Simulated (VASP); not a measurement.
# Be3Te2O (P-62m) in VASP: notebook

One crystal, Be3Te2O, is run at these levels: PBE; tasks: relaxation of cell and atoms.

All numbers are computed with VASP 6.6.1; they aren't measurements. Logs are shortened: lines on timing, memory, paths and dates and some standing lists are left out, and cuts for length are marked.

## (1) The structure

Symmetry: P-62m, No. 189, hexagonal system. The conventional cell has a = 5.200 Å, b = 5.200 Å, c = 4.070 Å, α = 90.00°, β = 90.00°, γ = 120.00°. Around Be (site symmetry m2m) lie 1 O at 1.56 Å. Te (site symmetry -6) is surrounded by 6 Be at 2.73 Å and 3 Te at 3.00 Å. O (site symmetry -62m) is surrounded by 3 Be at 1.56 Å.

The cell was built by a generator and needn't be a form met in nature.

## (2) Relaxation of cell and atoms, PBE

Contents of INCAR:

```
SYSTEM = Be3Te2O
ALGO = Fast ; EDIFF = 1E-4
EDIFFG = -0.08 ; ENCUT = 520
GGA = PE ; IBRION = 2
ISIF = 3 ; ISMEAR = 0
LASPH = .True. ; LCHARG = .False.
LREAL = .False. ; LWAVE = .False.
NELM = 60 ; NSW = 24
PREC = Normal ; SIGMA = 0.15
```

Contents of KPOINTS:

```
k-points
0
Gamma
  3 3 4
  0 0 0
```

Contents of POSCAR:

```
Be3Te2O
1.0
    5.2000000000      0.0000000000      0.0000000000
   -2.6000000000      4.5033321000      0.0000000000
    0.0000000000      0.0000000000      4.0700000000
Be Te O
3 2 1
Direct
    0.3000000000      0.0000000000      0.0000000000
    0.0000000000      0.3000000000      0.0000000000
    0.7000000000      0.7000000000      0.0000000000
    0.3333333300      0.6666666700      0.5000000000
    0.6666666700      0.3333333300      0.5000000000
    0.0000000000      0.0000000000      0.0000000000
```

Potentials or basis: VASP PAW PBE potentials, release 64 (Be, Te, O).

Run with:

```sh
$ cat potpaw_PBE.64/Be/POTCAR potpaw_PBE.64/Te/POTCAR potpaw_PBE.64/O/POTCAR > POTCAR
$ mpirun -np 1 vasp_std > vasp.out
```

OUTCAR:

```text
SYSTEM = Be3Te2O
   EDIFF = 1E-4
   EDIFFG = -0.08
   ENCUT = 520
   GGA = PE
   IBRION = 2
   ISIF = 3
   ISMEAR = 0
   LASPH = .True.
   LREAL = .False.
   NELM = 60
   NSW = 24
   PREC = Normal

 ion  position               nearest neighbor table
   1  0.300  0.000  0.000-   6 1.56   4 2.73   4 2.73   5 2.73   5 2.73
   2  0.000  0.300  0.000-   6 1.56   5 2.73   5 2.73   4 2.73   4 2.73
   3  0.700  0.700  0.000-   6 1.56   4 2.73   4 2.73   5 2.73   5 2.73
   4  0.333  0.667  0.500-   1 2.73   1 2.73   2 2.73   2 2.73   3 2.73   3 2.73   5 3.00   5 3.00
                             5 3.00
   5  0.667  0.333  0.500-   2 2.73   2 2.73   1 2.73   1 2.73   3 2.73   3 2.73   4 3.00   4 3.00
                             4 3.00
   6  0.000  0.000  0.000-   1 1.56   2 1.56   3 1.56

  LATTYP: Found a hexagonal cell.
 ALAT       =     5.2000000000
 C/A-ratio  =     0.7826923077

  Lattice vectors:

 A1 = (   5.2000000000,   0.0000000000,   0.0000000000)
 A2 = (  -2.6000000000,   4.5033321000,   0.0000000000)
 A3 = (   0.0000000000,   0.0000000000,   4.0700000000)

Analysis of symmetry for initial positions (statically):
=====================================================================
 Subroutine PRICEL returns:
 Original cell was already a primitive cell.

 Routine SETGRP: Setting up the symmetry group for a
 hexagonal supercell.

 Subroutine GETGRP returns: Found 12 space group operations
 (whereof 12 operations were pure point group operations)
 out of a pool of 24 trial point group operations.

The static configuration has the point symmetry D_3h.

Analysis of symmetry for dynamics (positions and initial velocities):
=====================================================================
 Subroutine PRICEL returns:
 Original cell was already a primitive cell.

 Routine SETGRP: Setting up the symmetry group for a
 hexagonal supercell.

 Subroutine GETGRP returns: Found 12 space group operations
 (whereof 12 operations were pure point group operations)
 out of a pool of 24 trial point group operations.

The dynamic configuration has the point symmetry D_3h.

 Subroutine INISYM returns: Found 12 space group operations
 (whereof 12 operations are pure point group operations),
 and found     1 'primitive' translations

----------------------------------------------------------------------------------------

                                     Primitive cell

  volume of cell :      95.3085

  direct lattice vectors                    reciprocal lattice vectors
     5.200000000  0.000000000  0.000000000     0.192307692  0.111028898  0.000000000
    -2.600000000  4.503332100  0.000000000     0.000000000  0.222057796  0.000000000
     0.000000000  0.000000000  4.070000000     0.000000000  0.000000000  0.245700246

  length of vectors
     5.200000000  5.200000000  4.070000000     0.222057796  0.222057796  0.245700246

  position of ions in fractional coordinates (direct lattice)
     0.300000000  0.000000000  0.000000000
     1.000000000  0.300000000  0.000000000
     0.700000000  0.700000000  0.000000000
     0.333333330  0.666666670  0.500000000
     0.666666670  0.333333330  0.500000000
     0.000000000  0.000000000  0.000000000

  ion indices of the primitive-cell ions
   primitive index   ion index
                 1           1
                 2           2
                 3           3
                 4           4
                 5           5
                 6           6

----------------------------------------------------------------------------------------

 KPOINTS: k-points

Automatic generation of k-mesh.
 Grid dimensions read from file:
 generate k-points for:    3    3    4

 Generating k-lattice:

  Cartesian coordinates                     Fractional coordinates (reciprocal lattice)
     0.064102564  0.037009633  0.000000000     0.333333333  0.000000000  0.000000000
     0.000000000  0.074019265  0.000000000     0.000000000  0.333333333  0.000000000
     0.000000000  0.000000000  0.061425061     0.000000000  0.000000000  0.250000000

  Length of vectors
     0.074019265  0.074019265  0.061425061

  Shift w.r.t. Gamma in fractional coordinates (k-lattice)
     0.000000000  0.000000000  0.000000000

 Subroutine IBZKPT returns following result:
 ===========================================

 Found      9 irreducible k-points:

 Following reciprocal coordinates:
            Coordinates               Weight
  0.000000  0.000000  0.000000      1.000000
  0.333333  0.000000  0.000000      6.000000
  0.333333  0.333333  0.000000      2.000000
  0.000000  0.000000  0.250000      2.000000
  0.333333  0.000000  0.250000     12.000000
  0.333333  0.333333  0.250000      4.000000
  0.000000  0.000000  0.500000      1.000000
  0.333333  0.000000  0.500000      6.000000
  0.333333  0.333333  0.500000      2.000000
   k-points           NKPTS =      9   k-points in BZ     NKDIM =      9   number of bands    NBANDS=     16
   number of dos      NEDOS =    301   number of ions     NIONS =      6
   total plane-waves  NPLWV =  21600
   dimension x,y,z NGX =    30 NGY =   30 NGZ =   24
   dimension x,y,z NGXF=    60 NGYF=   60 NGZF=   48
   ions per type =               3   2   1
   NGX,Y,Z   is equivalent  to a cutoff of   9.59,  9.59,  9.80 a.u.
   NGXF,Y,Z  is equivalent  to a cutoff of  19.18, 19.18, 19.61 a.u.
 SYSTEM =  Be3Te2O
   PREC   = normal    normal or accurate (medium, high low for compatibility)
   ISTART =      0    job   : 0-new  1-cont  2-samecut
   ICHARG =      2    charge: 1-file 2-atom 10-const
   ISPIN  =      1    spin polarized calculation?
   LNONCOLLINEAR =      F non collinear calculations
   LSORBIT =      F    spin-orbit coupling
   LASPH  =      T    aspherical Exc in radial PAW
   ENCUT  =  520.0 eV  38.22 Ry    6.18 a.u.   9.67  9.67  7.57*2*pi/ulx,y,z
   NELM   =     60;   NELMIN=  2; NELMDL= -5     # of ELM steps
   EDIFF  = 0.1E-03   stopping-criterion for ELM
   LREAL  =      F    real-space projection
   EDIFFG = -.8E-01   stopping-criterion for IOM
   NSW    =     24    number of steps for IOM
   IBRION =      2    ionic relax: 0-MD 1-quasi-New 2-CG
   NFREE  =      1    steps in history (QN), initial steepest desc. (CG)
   ISIF   =      3    stress and relaxation
   ISYM   =      2    0-nonsym 1-usesym 2-fastsym
   POTIM  = 0.5000    time-step for ionic-motion
   TEBEG  =    0.0;   TEEND  =   0.0 temperature during run
   PSTRESS=    0.0 pullay stress
   NELECT =      24.0000    total number of electrons
   NUPDOWN=      -1.0000    fix difference up-down
   EMIN   =  10.00;   EMAX   =-10.00  energy-range for DOS
   EFERMI =   0.00;   METHOD = LEGACY
   ISMEAR =     0;   SIGMA  =   0.15  broadening in eV -4-tet -1-fermi 0-gaus
   EFERMI_NEDOS =   21; number of points for ismear=-14 and -15
   IALGO  =     68    algorithm
   IMIX   =      4    mixing-type and parameters
     AMIX     =   0.40;   BMIX     =  1.00
     AMIX_MAG =   1.60;   BMIX_MAG =  1.00
  volume/ion in A,a.u.               =      15.88       107.20
  Fermi-wavevector in a.u.,A,eV,Ry     =   1.033796  1.953590 14.540999  1.068733
  Thomas-Fermi vector in A             =   2.168060
   LORBIT       =      0    0 simple, 1 ext, 2 COOP (PROOUT), +10 PAW based schemes
   GGA     = PE    functional components
   LHFCALC =     F    Hartree Fock is set to
   AEXX    =    0.0000 exact exchange contribution
   IVDW    =     0    specifies the selected vdW correction
   LEPSILON=     F    determine dielectric tensor
   LRPA    =     F    only Hartree local field effects (RPA)
 conjugate gradient relaxation of ions
 non-spin polarized calculation
 RMM-DIIS sequential band-by-band and
 Gauss-broadening in eV      SIGMA  =   0.15
  energy-cutoff  :      520.00
  volume of cell :       95.31
 maximum number of plane-waves:      2595
   NGX = 19   NGY = 19   NGZ = 15

--------------------------------------- Ionic step        1  -------------------------------------------

 number of electron      23.9999978 magnetization

 Free energy of the ion-electron system (eV)
  ---------------------------------------------------
  ext. energy  EPLUGINS =         0.00000000
  ---------------------------------------------------
  free energy    TOTEN  =       -24.03804068 eV

  energy without entropy =      -24.00723598  energy(sigma->0) =      -24.02263833

------------------------ aborting loop because EDIFF is reached ----------------------------------------

  FORCE on cell =-STRESS in cart. coord.  units (eV):
  Direction    XX          YY          ZZ          XY          YZ          ZX
  --------------------------------------------------------------------------------------
  -------------------------------------------------------------------------------------
  Total        8.0520702      8.0520702     -4.7266936      0.0000000     -0.0000000      0.0000000
  in kB      135.3587723    135.3587723    -79.4577569      0.0000000     -0.0000000      0.0000000
  external PRESSURE =      63.7532625 kB  Pullay stress =       0.0000000 kB
[... 101 lines left out ...]
  FREE ENERGIE OF THE ION-ELECTRON SYSTEM (eV)
  ---------------------------------------------------
  free  energy   TOTEN  =       -25.0982610469 eV

  energy  without entropy=      -25.0811000460  energy(sigma->0) =      -25.08968055

[... ionic steps 4 to 10 ...]

--------------------------------------- Ionic step       11  -------------------------------------------

 number of electron      23.9999996 magnetization

------------------------ aborting loop because EDIFF is reached ----------------------------------------

  FORCE on cell =-STRESS in cart. coord.  units (eV):
  Direction    XX          YY          ZZ          XY          YZ          ZX
  --------------------------------------------------------------------------------------
  -------------------------------------------------------------------------------------
  Total       -0.0786529     -0.0786529     -0.0403577      0.0000000      0.0000000      0.0000000
  in kB       -1.2906494     -1.2906494     -0.6622464      0.0000000      0.0000000      0.0000000
  external PRESSURE =      -1.0811817 kB  Pullay stress =       0.0000000 kB
[... 65 lines left out ...]
  energy  without entropy=      -25.9093941750  energy(sigma->0) =      -25.91718900

--------------------------------------- Ionic step       13  -------------------------------------------

 number of electron      23.9999995 magnetization

 Free energy of the ion-electron system (eV)
  ---------------------------------------------------
  ext. energy  EPLUGINS =         0.00000000
  ---------------------------------------------------
  free energy    TOTEN  =       -25.92559313 eV

  energy without entropy =      -25.91073045  energy(sigma->0) =      -25.91816179

 E-fermi :   7.2405     XC(G=0):  -9.8111

 val. band max:        7.2382574378   @ k =   0.3333   0.0000   0.0000
 cond. band min:       7.7194473864   @ k =   0.3333   0.3333   0.0000
 fundamental gap:      0.4811899486
 Fermi energy:         7.2405390161

 k-point     1 :       0.0000    0.0000    0.0000
  band No.  band energies     occupation
      1     -13.8861      2.00000
      2      -6.7881      2.00000
      3      -4.6688      2.00000
      4      -0.8181      2.00000
      5      -0.8178      2.00000
      6       0.8350      2.00000
[... 8 lines left out ...]
     15      12.2013      0.00000
     16      12.2013      0.00000
[... 183 lines left out ...]
  FREE ENERGIE OF THE ION-ELECTRON SYSTEM (eV)
  ---------------------------------------------------
  free  energy   TOTEN  =       -25.9255931286 eV

  energy  without entropy=      -25.9107304497  energy(sigma->0) =      -25.91816179

 reached required accuracy - stopping structural energy minimisation
```

It took 45 s on 1 thread of AMD EPYC 9R45 (Zen 5), shared host; peak memory 0.13 GiB.

What came out:

| Quantity | Value |
| --- | --- |
| Free energy | -25.9256 eV |
| Relaxed volume | 16.24 Å³/atom |
| Relaxed cell | a = 5.890 Å, b = 5.890 Å, c = 3.243 Å, α = 90.00°, β = 90.00°, γ = 120.00° |
| Space group after relaxing (to 0.05 Å) | P-62m (No. 189) |
| Energy gained by relaxing | 314.6 meV/atom |
| Ionic steps | 13 |
| Pressure after relaxing | 0.2 GPa |
| Largest force after relaxing | 0.019 eV/Å |
| Band gap on the k mesh | none (metal or under the smearing width) |

Forces in eV/Å, atoms in the order of the input:
```
Be  -0.019  0.000  0.000
Be   0.010 -0.017  0.000
Be   0.010  0.017  0.000
Te   0.000  0.000  0.000
Te   0.000  0.000  0.000
O    0.000  0.000  0.000
```

Stress tensor (GPa, compression positive):
```
0.24 0.00 0.00
0.00 0.24 0.00
0.00 0.00 0.16
```

Step by step:
```tsv
step	energy change (eV)	largest force (eV/Å)	pressure (GPa)	volume (Å³)
1	0.0000	0.6171	6.38	95.31
2	-0.8812	1.4242	-2.67	103.94
3	-1.0602	1.6473	-7.23	110.23
4	-1.6239	0.9065	-5.74	106.72
5	-1.7892	0.3669	-4.47	104.23
6	-1.8204	0.1188	-3.83	103.05
7	-1.8738	0.2388	0.60	97.78
8	-1.8784	0.1482	-0.40	98.90
9	-1.8784	0.1412	-0.42	98.98
10	-1.8859	0.0151	-0.32	98.22
11	-1.8866	0.1251	-0.11	97.64
12	-1.8869	0.0916	-0.18	97.83
13	-1.8876	0.0192	0.21	97.43
```

Final structure:
```
Be Te O
1.0
     5.88976    0.00000    0.00000
    -2.94488    5.10068    0.00000
     0.00000    0.00000    3.24304
Be Te O
3 2 1
Direct
  0.26448 0.00000 0.00000
  0.00000 0.26448 0.00000
  0.73552 0.73552 0.00000
  0.33333 0.66667 0.50000
  0.66667 0.33333 0.50000
  0.00000 0.00000 0.00000
```

Caveat: the k mesh is coarse (spacing up to 0.47 Å⁻¹), so the values aren't converged; the relaxation stopped at a loose force limit of 0.08 eV/Å, so its end isn't a converged minimum.

## (3) Relaxation of cell and atoms, PBE

This run uses another cell than the first one, of 16.05 Å³/atom, 1.010 times its volume.

INCAR is that of step 2.

KPOINTS is that of step 2.

Contents of POSCAR:

```
Be3Te2O
1.0
    5.3226231100      0.0000000000      0.0000000000
   -2.6613115500      4.6095268300      0.0000000000
    0.0000000000      0.0000000000      3.9243156100
Be Te O
3 2 1
Direct
    0.5000000000      0.0000000000      0.5000000000
    0.0000000000      0.5000000000      0.5000000000
    0.5000000000      0.5000000000      0.5000000000
    0.3333333300      0.6666666700      0.0000000000
    0.6666666700      0.3333333300      0.0000000000
    0.0000000000      0.0000000000      0.5000000000
```

Potentials or basis: VASP PAW PBE potentials, release 64 (Be, Te, O).

Run with:

```sh
$ cat potpaw_PBE.64/Be/POTCAR potpaw_PBE.64/Te/POTCAR potpaw_PBE.64/O/POTCAR > POTCAR
$ mpirun -np 1 vasp_std > vasp.out
```

It took 13 s on 1 thread of AMD EPYC 9R45 (Zen 5), shared host; peak memory 0.13 GiB.

It converged, with:

```
Free energy                            : -17.9615 eV
Relaxed volume                         : 17.48 Å³/atom
Relaxed cell                           : a = 5.439 Å, b = 5.439 Å, c = 4.093 Å, α = 90.00°, β = 90.00°, γ = 120.00°
Space group after relaxing (to 0.05 Å) : P6/mmm (No. 191)
Energy gained by relaxing              : 25.6 meV/atom
Ionic steps                            : 2
Pressure after relaxing                : -0.1 GPa
Band gap on the k mesh                 : none (metal or under the smearing width)
```

Stress tensor (GPa, compression positive):
```
-0.27  0.00  0.00
 0.00 -0.27  0.00
 0.00  0.00  0.24
```

Step by step:
```
step  energy change (eV)  largest force (eV/Å)  pressure (GPa)  volume (Å³)
   1              0.0000                0.0000            5.98        96.28
   2             -0.1535                0.0000           -0.10       104.86
```

Final structure:
```yaml
crystal:
  lattice:
    - [5.43906, 0.00000, 0.00000]
    - [-2.71953, 4.71036, 0.00000]
    - [0.00000, 0.00000, 4.09301]
  atoms:
    - { symbol: Be, position: [0.50000, 0.00000, 0.50000] }
    - { symbol: Be, position: [0.00000, 0.50000, 0.50000] }
    - { symbol: Be, position: [0.50000, 0.50000, 0.50000] }
    - { symbol: Te, position: [0.33333, 0.66667, 0.00000] }
    - { symbol: Te, position: [0.66667, 0.33333, 0.00000] }
    - { symbol: O, position: [0.00000, 0.00000, 0.50000] }
```

Levels at points of the mesh, in eV from the Fermi level:
```
           k point  band 8  band 9  band 10  band 11  band 12  band 13  band 14  band 15  band 16
(0.00, 0.00, 0.00)   -3.56   -1.48    -1.35    -0.47    -0.13    -0.13     0.41     1.95     1.95
(0.00, 0.00, 0.50)   -2.58   -2.58    -1.00    -0.73    -0.73    -0.50    -0.50     2.43     2.43
```

Caveat: the k mesh is coarse (spacing up to 0.45 Å⁻¹), so the values aren't converged; the relaxation stopped at a loose force limit of 0.08 eV/Å, so its end isn't a converged minimum. The run has no spin-orbit coupling, so splittings on Te are missing.

## (4) Relaxation of cell and atoms, PBE

This run uses another cell than the first one, of 19.00 Å³/atom, 1.196 times its volume.

INCAR is that of step 3.

Contents of KPOINTS:

```
k-points
0
Gamma
  4 4 2
  0 0 0
```

Contents of POSCAR:

```
Be3Te2O
1.0
    4.3683994300      0.0000000000      0.0000000000
   -2.1841997200      3.7831448800      0.0000000000
    0.0000000000      0.0000000000      6.8985651800
Be Te O
3 2 1
Direct
    0.6666666700      0.3333333300      0.3509370700
    0.3333333300      0.6666666700      0.6490629300
    0.0000000000      0.0000000000      0.5000000000
    0.6666666700      0.3333333300      0.7525866000
    0.3333333300      0.6666666700      0.2474134000
    0.0000000000      0.0000000000      0.0000000000
```

Run with:

```sh
$ cat potpaw_PBE.64/Be/POTCAR potpaw_PBE.64/Te/POTCAR potpaw_PBE.64/O/POTCAR > POTCAR
$ mpirun -np 1 vasp_std > vasp.out
```

It took 65 s on 1 thread of AMD EPYC 9R45 (Zen 5), shared host; peak memory 0.14 GiB.

It converged, with:

```yaml
Free_energy: -21.1035 eV
Relaxed_volume: 14.69 Å³/atom
Relaxed_cell: a = 3.734 Å, b = 3.734 Å, c = 7.299 Å, α = 90.00°, β = 90.00°, γ = 120.00°
Space_group_after_relaxing_to_0.05_Å: P-3m1 (No. 164)
Energy_gained_by_relaxing: 337.3 meV/atom
Ionic_steps: 14
Pressure_after_relaxing: 0.1 GPa
Largest_force_after_relaxing: 0.055 eV/Å
Band_gap_on_the_k_mesh: none (metal or under the smearing width)
```

Forces on the atoms (eV/Å):
```
Be   0.000  0.000  0.015
Be   0.000  0.000 -0.015
Be   0.000  0.000  0.000
Te   0.000  0.000  0.055
Te   0.000  0.000 -0.055
O    0.000  0.000  0.000
```

Stress tensor (GPa, compression positive):
```
 0.25  0.00  0.00
 0.00  0.25  0.00
 0.00  0.00 -0.27
```

Step by step:
```csv
step,energy change (eV),largest force (eV/Å),pressure (GPa),volume (Å³)
1,0.0000,0.3617,-9.39,114.01
2,-0.9015,1.2653,-1.89,96.53
3,-0.9651,1.5780,1.72,91.87
4,-1.3820,1.2289,2.28,89.84
5,-1.4332,1.7869,6.25,83.11
6,-1.7362,0.8106,2.26,87.12
7,-1.7545,0.7719,2.22,86.18
8,-1.8422,0.5088,-0.84,89.34
9,-1.8468,0.5493,-2.70,91.01
10,-1.9152,0.3973,-2.42,90.26
11,-2.0118,0.1405,-0.64,88.47
12,-2.0173,0.1063,0.45,87.67
13,-2.0189,0.0326,0.18,87.93
14,-2.0235,0.0549,0.08,88.14
```

Final structure:
```
CELL_PARAMETERS angstrom
3.73426 0.00000 0.00000
-1.86713 3.23396 0.00000
0.00000 0.00000 7.29851
ATOMIC_POSITIONS crystal
Be 0.66667 0.33333 0.41278
Be 0.33333 0.66667 0.58722
Be 0.00000 0.00000 0.50000
Te 0.66667 0.33333 0.77848
Te 0.33333 0.66667 0.22152
O 0.00000 0.00000 0.00000
```

Levels at points of the mesh, in eV from the Fermi level:
```csv
k point,band 10,band 11,band 12,band 13,band 14,band 15
"(0.00, 0.00, 0.00)",-0.42,0.05,0.05,0.35,0.74,0.74
"(0.50, 0.00, 0.00)",-2.07,-1.65,-1.28,-0.05,1.58,1.77
"(0.00, 0.00, 0.50)",-0.93,-0.57,-0.57,0.56,0.56,2.10
"(0.50, 0.00, 0.50)",-3.28,-0.93,-0.22,0.56,0.88,2.24
```

Caveat: the k mesh is coarse (spacing up to 0.46 Å⁻¹), so the values aren't converged; the volume moved by over 15 % at a fixed basis, so the end points are rough; the relaxation stopped at a loose force limit of 0.08 eV/Å, so its end isn't a converged minimum.
